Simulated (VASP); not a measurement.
# Al2SiF2 (I-4m2) in VASP: band structure with PBE

Aim: the band structure of Al2SiF2 with PBE.

All numbers are computed with VASP 6.6.1; they aren't measurements. Logs are shortened: lines on timing, memory, paths and dates and some standing lists are left out, and cuts for length are marked.

### 1 The crystal as given

It takes space group I-4m2 (No. 119, tetragonal). The conventional cell has a = 3.510 Å, b = 3.510 Å, c = 14.562 Å, α = 90.00°, β = 90.00°, γ = 90.00°. Al (site symmetry 2mm) is surrounded by 2 F at 1.92 Å. Si (site symmetry -4m2) has 4 Al at 2.42 Å as nearest neighbours. Around F (site symmetry 2mm) lie 2 Al at 1.92 Å.

The cell was built by a generator and needn't be a form met in nature.

### 2 Band structure, PBE

Input file POSCAR:

```
Al2SiF2
1.0
   -1.7549300000      1.7549300000      7.2807500000
    1.7549300000     -1.7549300000      7.2807500000
    1.7549300000      1.7549300000     -7.2807500000
Al Si F
2 1 2
Direct
    0.3859590000      0.8859590000      0.5000000000
    0.1140410000      0.6140410000      0.5000000000
    0.0000000000      0.0000000000      0.0000000000
    0.3323000000      0.3323000000      0.0000000000
    0.6677000000      0.6677000000      0.0000000000
```

Input file INCAR.step1:

```
SYSTEM = Al2SiF2
PREC = Accurate
ENCUT = 520
EDIFF = 1E-6
ISMEAR = 0
SIGMA = 0.1
LREAL = .FALSE.
LASPH = .TRUE.
NELM = 100
ALGO = Fast
ISIF = 2
LWAVE = .FALSE.
LCHARG = .TRUE.
GGA = PE
KPAR = 2
```

Input file KPOINTS.step1:

```
regular mesh
0
G
  12 12 12
  0 0 0
```

Input file INCAR.step2:

```
SYSTEM = Al2SiF2
PREC = Accurate
ENCUT = 520
EDIFF = 1E-6
ISMEAR = 0
SIGMA = 0.05
LREAL = .FALSE.
LASPH = .TRUE.
NELM = 100
ALGO = Fast
ISIF = 2
LWAVE = .FALSE.
LCHARG = .FALSE.
GGA = PE
KPAR = 2
ICHARG = 11
```

Input file KPOINTS.step2:

```
path GXYSGZS1NPY1Z,XP
20
line-mode
reciprocal
 0.0000000000  0.0000000000  0.0000000000  G
-0.5000000000  0.5000000000  0.0000000000  X

-0.5000000000  0.5000000000  0.0000000000  X
-0.5000000000  0.5000000000 -0.0290494131  Y

-0.5000000000  0.5000000000 -0.0290494131  Y
-0.2645247066  0.2645247066 -0.2645247066  S

-0.2645247066  0.2645247066 -0.2645247066  S
 0.0000000000  0.0000000000  0.0000000000  G

 0.0000000000  0.0000000000  0.0000000000  G
 0.5000000000  0.5000000000 -0.5000000000  Z

 0.5000000000  0.5000000000 -0.5000000000  Z
 0.2645247066  0.7354752934 -0.7354752934  S1

 0.2645247066  0.7354752934 -0.7354752934  S1
 0.0000000000  0.5000000000 -0.5000000000  N

 0.0000000000  0.5000000000 -0.5000000000  N
-0.2500000000  0.7500000000 -0.2500000000  P

-0.2500000000  0.7500000000 -0.2500000000  P
 0.0290494131  0.9709505869 -0.5000000000  Y1

 0.0290494131  0.9709505869 -0.5000000000  Y1
 0.5000000000  0.5000000000 -0.5000000000  Z

-0.5000000000  0.5000000000  0.0000000000  X
-0.2500000000  0.7500000000 -0.2500000000  P
```

Potentials or basis: VASP PAW PBE potentials, release 64 (Al, Si, F).

Run with:

```sh
$ cat potpaw_PBE.64/Al/POTCAR potpaw_PBE.64/Si/POTCAR potpaw_PBE.64/F/POTCAR > POTCAR
$ cp INCAR.step1 INCAR
$ cp KPOINTS.step1 KPOINTS
$ mpirun -np 2 vasp_std > vasp.out
$ cp INCAR.step2 INCAR
$ cp KPOINTS.step2 KPOINTS
$ mpirun -np 2 vasp_std > vasp.out
```

OUTCAR:

```text
SYSTEM = Al2SiF2
   PREC = Accurate
   ENCUT = 520
   EDIFF = 1E-6
   ISMEAR = 0
   LREAL = .FALSE.
   LASPH = .TRUE.
   NELM = 100
   ISIF = 2
   GGA = PE
   ICHARG = 11

 ion  position               nearest neighbor table
   1  0.386  0.886  0.500-   4 1.92   4 1.92   3 2.42   3 2.42
   2  0.114  0.614  0.500-   5 1.92   5 1.92   3 2.42   3 2.42
   3  0.000  0.000  0.000-   2 2.42   1 2.42   2 2.42   1 2.42
   4  0.332  0.332  0.000-   1 1.92   1 1.92
   5  0.668  0.668  0.000-   2 1.92   2 1.92

  LATTYP: Found a body centered tetragonal cell.
 ALAT       =     3.5098600000
 C/A-ratio  =     4.1487409754

  Lattice vectors:

 A1 = (  -1.7549300000,   1.7549300000,   7.2807500000)
 A2 = (   1.7549300000,  -1.7549300000,   7.2807500000)
 A3 = (   1.7549300000,   1.7549300000,  -7.2807500000)

Analysis of symmetry for initial positions (statically):
=====================================================================
 Subroutine PRICEL returns:
 Original cell was already a primitive cell.

 Routine SETGRP: Setting up the symmetry group for a
 body centered tetragonal supercell.

 Subroutine GETGRP returns: Found  8 space group operations
 (whereof  8 operations were pure point group operations)
 out of a pool of 16 trial point group operations.

The static configuration has the point symmetry D_2d.

Analysis of symmetry for dynamics (positions and initial velocities):
=====================================================================
 Subroutine PRICEL returns:
 Original cell was already a primitive cell.

 Routine SETGRP: Setting up the symmetry group for a
 body centered tetragonal supercell.

 Subroutine GETGRP returns: Found  8 space group operations
 (whereof  8 operations were pure point group operations)
 out of a pool of 16 trial point group operations.

The dynamic configuration has the point symmetry D_2d.

 Subroutine INISYM returns: Found  8 space group operations
 (whereof  8 operations are pure point group operations),
 and found     1 'primitive' translations

----------------------------------------------------------------------------------------

                                     Primitive cell

  volume of cell :      89.6924

  direct lattice vectors                    reciprocal lattice vectors
    -1.754930000  1.754930000  7.280750000     0.000000000  0.284911649  0.068674244
     1.754930000 -1.754930000  7.280750000     0.284911649  0.000000000  0.068674244
[... 92 lines left out ...]
   ISIF   =      2    stress and relaxation
   ISYM   =      2    0-nonsym 1-usesym 2-fastsym
   POTIM  = 0.5000    time-step for ionic-motion
   TEBEG  =    0.0;   TEEND  =   0.0 temperature during run
   PSTRESS=    0.0 pullay stress
   NELECT =      24.0000    total number of electrons
   NUPDOWN=      -1.0000    fix difference up-down
   EMIN   =  10.00;   EMAX   =-10.00  energy-range for DOS
   EFERMI =   0.00;   METHOD = LEGACY
   ISMEAR =     0;   SIGMA  =   0.05  broadening in eV -4-tet -1-fermi 0-gaus
   EFERMI_NEDOS =   21; number of points for ismear=-14 and -15
   IALGO  =     68    algorithm
   IMIX   =      4    mixing-type and parameters
     AMIX     =   0.40;   BMIX     =  1.00
     AMIX_MAG =   1.60;   BMIX_MAG =  1.00
  volume/ion in A,a.u.               =      17.94       121.05
  Fermi-wavevector in a.u.,A,eV,Ry     =   1.054937  1.993543 15.141826  1.112893
  Thomas-Fermi vector in A             =   2.190117
   LORBIT       =      0    0 simple, 1 ext, 2 COOP (PROOUT), +10 PAW based schemes
   GGA     = PE    functional components
   LHFCALC =     F    Hartree Fock is set to
   AEXX    =    0.0000 exact exchange contribution
   IVDW    =     0    specifies the selected vdW correction
   LEPSILON=     F    determine dielectric tensor
   LRPA    =     F    only Hartree local field effects (RPA)
 non-spin polarized calculation
 RMM-DIIS sequential band-by-band and
 Gauss-broadening in eV      SIGMA  =   0.05
  energy-cutoff  :      520.00
  volume of cell :       89.69
 maximum number of plane-waves:      2455
 NGX is ok and might be reduce to    60

 number of electron      24.0000000 magnetization

 Free energy of the ion-electron system (eV)
  ---------------------------------------------------
  ext. energy  EPLUGINS =         0.00000000
  ---------------------------------------------------
  free energy    TOTEN  =       -23.30436534 eV

  energy without entropy =      -23.30169632  energy(sigma->0) =      -23.30303083

 E-fermi :   5.0008     XC(G=0):  -8.7553

 val. band max:        4.9926726014   @ k =  -0.0263   0.0263   0.0000
 cond. band min:       5.0083206291   @ k =   0.4752   0.5248  -0.5000
 fundamental gap:      0.0156480277
 Fermi energy:         5.0008338511

 k-point     1 :       0.0000    0.0000    0.0000
  band No.  band energies     occupation
      1     -21.6160      2.00000
      2     -21.5507      2.00000
      3      -5.7121      2.00000
      4      -4.1636      2.00000
      5      -4.1636      2.00000
      6      -3.2461      2.00000
[... 433 lines left out ...]
      3      -5.2393      2.00000
      4      -4.9211      2.00000
      5      -2.8174      2.00000
      6      -2.7988      2.00000
[... 8 lines left out ...]
     15       6.8570      0.00000
     16       7.0157      0.00000

 [... further k-points ...]

------------------------ aborting loop because EDIFF is reached ----------------------------------------

  FORCE on cell =-STRESS in cart. coord.  units (eV):
  Direction    XX          YY          ZZ          XY          YZ          ZX
  --------------------------------------------------------------------------------------
  -------------------------------------------------------------------------------------
  Total       -1.9225031     -1.9225031     -1.5606883      0.0000000      0.0000000      0.0000000
  in kB      -34.3417108    -34.3417108    -27.8786060      0.0000000      0.0000000      0.0000000
  external PRESSURE =     -32.1873426 kB  Pullay stress =       0.0000000 kB

 VOLUME and BASIS-vectors are now :
 -----------------------------------------------------------------------------
  energy-cutoff  :      520.00
  volume of cell :       89.69
      direct lattice vectors                 reciprocal lattice vectors
    -1.754930000  1.754930000  7.280750000     0.000000000  0.284911649  0.068674244
     1.754930000 -1.754930000  7.280750000     0.284911649  0.000000000  0.068674244
     1.754930000  1.754930000 -7.280750000     0.284911649  0.284911649  0.000000000

 POSITION                                       TOTAL-FORCE (eV/Angst)
 -----------------------------------------------------------------------------------
      1.75493      0.00000      5.62014         0.000000      0.000000     -0.636573
      1.75493      0.00000      1.66061        -0.000000     -0.000000      0.636573
      0.00000      0.00000      0.00000         0.000000      0.000000      0.000000
      0.00000      0.00000      4.83879         0.000000      0.000000      0.149369
      0.00000      0.00000      9.72271        -0.000000     -0.000000     -0.149369
 -----------------------------------------------------------------------------------
    total drift:                               -0.000000      0.000000      0.000000

  FREE ENERGIE OF THE ION-ELECTRON SYSTEM (eV)
  ---------------------------------------------------
  free  energy   TOTEN  =       -23.3043653418 eV

  energy  without entropy=      -23.3016963243  energy(sigma->0) =      -23.30303083
```

Run time: 9.7 min. Hardware: 2 MPI ranks of Intel Xeon Platinum 8488C (Sapphire Rapids), shared host; peak memory 0.66 GiB.

Results:

```
Band gap along the path : none (metal or under the smearing width)
```

Levels at the corners of the path, in eV from the Fermi level:
```
point  band 10  band 11  band 12  band 13  band 14  band 15
    Γ    -4.78    -1.84     0.43     0.43     2.13     3.58
    X    -3.88    -3.86    -2.98     1.01     2.13     2.23
    X    -3.88    -3.86    -2.98     1.01     2.13     2.23
    Y    -3.87    -3.83    -2.98     1.06     2.12     2.20
    Y    -3.87    -3.83    -2.98     1.06     2.12     2.20
    S    -4.71    -3.41    -0.09     1.15     1.53     2.79
    S    -4.71    -3.41    -0.09     1.15     1.53     2.79
    Γ    -4.78    -1.84     0.43     0.43     2.13     3.58
    Γ    -4.78    -1.84     0.43     0.43     2.13     3.58
    Z    -5.42    -0.56     0.41     0.43     0.43     3.35
    Z    -5.42    -0.56     0.41     0.43     0.43     3.35
   S1    -4.71    -3.41    -0.09     1.15     1.53     2.79
   S1    -4.71    -3.41    -0.09     1.15     1.53     2.79
    N    -4.74    -3.40    -0.10     1.16     1.60     2.56
    N    -4.74    -3.40    -0.10     1.16     1.60     2.56
    P    -3.87    -3.87    -2.98     1.04     2.07     2.22
    P    -3.87    -3.87    -2.98     1.04     2.07     2.22
   Y1    -3.87    -3.83    -2.98     1.06     2.12     2.20
   Y1    -3.87    -3.83    -2.98     1.06     2.12     2.20
    Z    -5.42    -0.56     0.41     0.43     0.43     3.35
    X    -3.88    -3.86    -2.98     1.01     2.13     2.23
    P    -3.87    -3.87    -2.98     1.04     2.07     2.22
```

Caveat: the log is that of the step along the path at fixed density, whose energy, stress, charges and moments have no meaning.
